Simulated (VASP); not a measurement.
Input:

```
EuS
1.0
    0.00000     2.91148     2.91148
    2.91148     0.00000     2.91148
    2.91148     2.91148     0.00000
Eu S
1 1
Direct
  0.00000   0.00000   0.00000
  0.50000   0.50000   0.50000
```

Computed with PBE GGA with D3 dispersion (zero damping), VASP's PBE PAW potentials (set 64) (plane waves; VASP). Numerical set-up: 520 eV cut-off, Gaussian smearing of 0.050 eV, potentials Eu_2 S.

The 4f electrons are frozen in the core of the lanthanide potential, so 4f levels, which can set the real gap, and their magnetism are missing.

Problem. Give the energies of bands 5 to 10 at the high-symmetry points, in eV from the valence-band maximum.

Solution. 
```
band     Γ      X      U      L      W
----  ----  -----  -----  -----  -----
5     0.00  -1.34  -1.59  -2.94  -1.60
6     0.00  -0.42  -1.27  -1.42  -1.14
7     0.00  -0.42  -0.93  -1.42  -1.14
8     4.05   1.94   3.44   5.76   4.74
9     4.05   6.35   6.84   6.54   4.74
10    4.05   6.60   7.43   7.13   6.87
```

The gap is indirect, 1.94 eV, from the valence maximum at Γ to the conduction minimum at X.

The compound is EuS in the rock salt structure. It was relaxed first, which changed the volume by -7 %.
